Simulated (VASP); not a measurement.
Input of a VASP 6.6.1 run:

INCAR

```
SYSTEM = Ca2ZrN2
ALGO = Fast ; EDIFF = 1E-4
EDIFFG = -0.08 ; ENCUT = 520
GGA = PE ; IBRION = 2
ISIF = 3 ; ISMEAR = 0
KPAR = 2 ; LASPH = .TRUE.
LCHARG = .FALSE. ; LREAL = Auto
LWAVE = .FALSE. ; NELM = 60
NSW = 24 ; PREC = Normal
SIGMA = 0.15
```

KPOINTS

```
k-points
0
G
  3 3 3
  0 0 0
```

The input POSCAR:

```
Ca2ZrN2
1.0
   -3.8066926800      3.8066926800      3.1769435500
    3.8066926800     -3.8066926800      3.1769435500
    3.8066926800      3.8066926800     -3.1769435500
Ca Zr N
4 2 4
Direct
    0.8280045000      0.8280045000      0.6560090000
    0.1719955000      0.1719955000      0.3439910000
    0.8280045000      0.1719955000      0.0000000000
    0.1719955000      0.8280045000      0.0000000000
    0.7500000000      0.2500000000      0.5000000000
    0.2500000000      0.7500000000      0.5000000000
    0.0000000000      0.6511743500      0.6511743500
    0.0000000000      0.3488256500      0.3488256500
    0.6511743500      0.0000000000      0.6511743500
    0.3488256500      0.0000000000      0.3488256500
```

Potentials or basis: VASP PAW PBE potentials, release 64 (Ca_sv, Zr_sv, N).

The run is started by

```console
$ cat potpaw_PBE.64/Ca_sv/POTCAR potpaw_PBE.64/Zr_sv/POTCAR potpaw_PBE.64/N/POTCAR > POTCAR
$ mpirun -np 2 vasp_std > vasp.out
```

Q: Estimate the space group after relaxing (to 0.05 Å).

A: I4/mmm (No. 139).

Q: What does it give for the relaxed volume?

A: 26.97 Å³/atom.

Q: What does it give for the band gap on the k mesh?

A: None (metal or under the smearing width).

Q: What does it give for the relaxed cell?

A: a = 7.286 Å, b = 7.286 Å, c = 7.286 Å, α = 100.45°, β = 100.45°, γ = 129.59°.

Forces in eV/Å, atoms in the order of the input:
```
Ca  -0.029 -0.029  0.000
Ca   0.029  0.029  0.000
Ca   0.029 -0.029  0.000
Ca  -0.029  0.029  0.000
Zr   0.000  0.000  0.000
Zr   0.000  0.000  0.000
N    0.031  0.000  0.000
N   -0.031  0.000  0.000
N    0.000  0.031  0.000
N    0.000 -0.031  0.000
```

Caveat: the k mesh is coarse (spacing up to 0.43 Å⁻¹), so the values aren't converged; the volume moved by over 15 % at a fixed basis, so the end points are rough; the relaxation stopped at a loose force limit of 0.08 eV/Å, so its end isn't a converged minimum.
